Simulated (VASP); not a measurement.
Energy against volume of TiAl (L1_0). Calculation: AM05 GGA, VASP's PBE PAW potentials (set 64) (plane waves; VASP 6.6.1). Run with 520 eV cut-off, 13×13×9 Γ-centred mesh, first-order Methfessel-Paxton smearing of 0.10 eV, potentials Ti_sv Al.

Shape and ions are relaxed at each volume.

```tsv
V (Å³/atom)	E (eV/atom)
15.302	-6.46733
15.775	-6.47306
16.249	-6.46809
16.722	-6.45384
```

Q: Fit these four points and predict the energy of the run at 14.829 Å³/atom.

A: A cubic in V^(−2/3), the third-order Birch-Murnaghan form, passes through the four points with V0 = 15.78 Å³/atom and B0 = 120 GPa, and gives -6.4493 eV/atom there. The run gave -6.4492 eV/atom, +0.1 meV/atom from the fit; all five points give B0 = 120 GPa.

The compound is TiAl in the L1_0 structure. It was relaxed first.
